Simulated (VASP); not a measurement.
Consider the following.

```
KTaO3
1.0
    4.01488     0.00000     0.00000
    0.00000     4.01488     0.00000
    0.00000     0.00000     4.01488
K Ta O
1 1 3
Direct
  0.00000   0.00000   0.00000
  0.50000   0.50000   0.50000
  0.50000   0.00000   0.50000
  0.00000   0.50000   0.50000
  0.50000   0.50000   0.00000
```

Computed with PBE GGA with D4 dispersion, VASP's PBE PAW potentials (set 64) (plane waves; VASP). Settings: 520 eV cut-off, 6×6×6 Γ-centred mesh, tetrahedra with Blöchl corrections, potentials K_sv Ta_pv O.

The cores are frozen, which limits the accuracy of field gradients.

### Question
Give the principal components of the electric field gradient (V/Å²) and the asymmetry η at each nucleus.

### Answer

| atom | Vxx | Vyy | Vzz | η |
|---|---|---|---|---|
| K1 | 0.0 | 0.0 | 0.0 | - |
| Ta2 | 0.0 | 0.0 | 0.0 | - |
| O3 | -11.5 | -11.5 | 22.9 | 0.00 |
| O4 | -11.5 | -11.5 | 22.9 | 0.00 |
| O5 | -11.5 | -11.5 | 22.9 | 0.00 |

The compound is KTaO3 in the cubic perovskite structure. It was relaxed first.
